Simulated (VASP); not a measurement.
W16O: single point with rev-vdW-DF2

W16O, a slab with vacuum:

```xyz
17
Lattice="6.3200 0.0000 0.0000 3.1600 4.4689 0.0000 0.0000 0.0000 23.2034" Properties=species:S:1:pos:R:3 pbc="T T T"
W     6.3200    2.2345    2.4990
W     3.1600    2.2345    2.4990
W     4.7400    0.0000    2.4990
W     1.5800    0.0000    2.4990
W     0.0000    0.0000    4.7335
W     3.1600    0.0000    4.7335
W     1.5800    2.2345    4.7335
W     4.7400    2.2345    4.7335
W     6.3266    2.2295    6.9935
W     3.1534    2.2304    6.9935
W     7.9013    4.4537    6.9448
W     4.7403    4.4631    6.9819
W     3.1540    4.4488    9.2233
W     6.3279    4.4506    9.2187
W     7.8984    2.2912    9.1746
W     4.7428    2.1116    9.0934
O     1.5825    0.5309   10.3835
```

The cell was built by a generator and needn't be a form met in nature.

| Quantity | Value |
| --- | --- |
| Program | VASP 6.6.1 |
| Task | single point |
| Functional | rev-vdW-DF2 |
| Potentials or basis | VASP PAW PBE potentials, release 64 (W_sv, O) |
| Cutoff | 400 eV |
| k mesh | 5 × 6 × 1 |
| Occupations | methfessel-paxton, width 0.1 eV |
| Spin | no spin polarisation |

```json
{"Largest force": "0.666 eV/Å", "Band gap on the k mesh": "none (metal or under the smearing width)"}
```

Forces in eV/Å, atoms in the order of the input:
```
W    0.033  0.018  0.495
W   -0.024 -0.005  0.438
W    0.005  0.033  0.601
W    0.002 -0.043  0.439
W   -0.050  0.003 -0.502
W    0.051  0.069 -0.517
W    0.019 -0.183 -0.620
W   -0.025  0.113 -0.656
W    0.010  0.005  0.041
W   -0.011  0.003  0.053
W   -0.011 -0.009  0.024
W    0.012  0.001  0.038
W   -0.084 -0.036  0.041
W    0.085 -0.039 -0.003
W   -0.007  0.098  0.027
W   -0.007 -0.035  0.063
O    0.002  0.010  0.038
```

Levels at points of the mesh, in eV from the Fermi level:
| k point | band 113 | band 114 | band 115 | band 116 | band 117 | band 118 |
| --- | --- | --- | --- | --- | --- | --- |
| (0.00, 0.00, 0.00) | 0.67 | 0.77 | 0.79 | 0.82 | 0.83 | 1.10 |
| (0.00, 0.50, 0.00) | -0.82 | -0.69 | -0.60 | -0.52 | -0.43 | -0.35 |

Run time: 26 min on 4 MPI ranks on Intel(R) Xeon(R) Platinum 8375C CPU @ 2.90GHz (Ice Lake), on a shared host, peak memory 0.67 GiB a rank.

Caveat: the PAW data sets were made with another functional, which shifts forces and pressure a little. Spin-orbit coupling is left out, which matters for the levels of W.
